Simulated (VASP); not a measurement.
Input:

```
PbTe
1.0
    0.00000     3.22060     3.22060
    3.22060     0.00000     3.22060
    3.22060     3.22060     0.00000
Pb Te
1 1
Cartesian
  0.00000   0.00000   0.00000
  3.22060   3.22060   3.22060
```

Calculation: PBEsol GGA, VASP's PBE PAW potentials (set 64) (plane waves; VASP). Settings: 400 eV cut-off, 8×8×8 Γ-centred mesh, tetrahedra with Blöchl corrections, potentials Pb_d Te.

Unless said otherwise, spin-orbit coupling is left out, though it shifts the bands of the heavy elements here.

Estimate the energy per atom (σ→0), band gap (on the k-mesh) with the smallest direct gap where there is one.

| Item | Result |
|---|---|
| band gap (on the k-mesh) | 0.65 eV |
| smallest direct gap (on the k-mesh) | 0.65 eV |
| energy per atom (σ→0) | -4.129 eV/atom |

The absolute energy has meaning only against runs of the same code, potentials and settings.

The structure comes from a measured TePb entry (Fm-3m) of the Crystallography Open Database, whose conditions weren't checked. It was relaxed first.
